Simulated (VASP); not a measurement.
Given:

```
CELL_PARAMETERS angstrom
      4.10587     0.00000     0.00000
      0.00000     4.06074     0.00000
      0.00000     0.00000     4.19958
ATOMIC_POSITIONS crystal
  Sc 0.00000 0.00000 0.00000
  Al 0.00000 0.50000 0.50000
  Al 0.50000 0.00000 0.50000
  Al 0.50603 0.50000 0.00000
```

Computed with PBE GGA, VASP's PBE PAW potentials (set 64) (plane waves; VASP). Run with 400 eV cut-off, 7×7×7 Γ-centred mesh, first-order Methfessel-Paxton smearing of 0.10 eV, potentials Sc_sv Al.

Task: What does the run give for the energy per atom (σ→0), largest force, band gap (on the k-mesh) with the smallest direct gap where there is one?

Result: 
```
Property                                                    Result
------------------------  ----------------------------------------
band gap (on the k-mesh)  none (metal, semimetal or under 0.01 eV)
energy per atom (σ→0)                               -4.819 eV/atom
largest force                                           0.156 eV/Å
```

The absolute energy has meaning only against runs of the same code, potentials and settings.

The compound is Al3Sc in the L1_2 structure. The cell was not relaxed at this level, atoms are displaced from their ideal sites. The run is one of a series of settings (EDIFF = 1E-8 against the base run), some of them coarse on purpose.
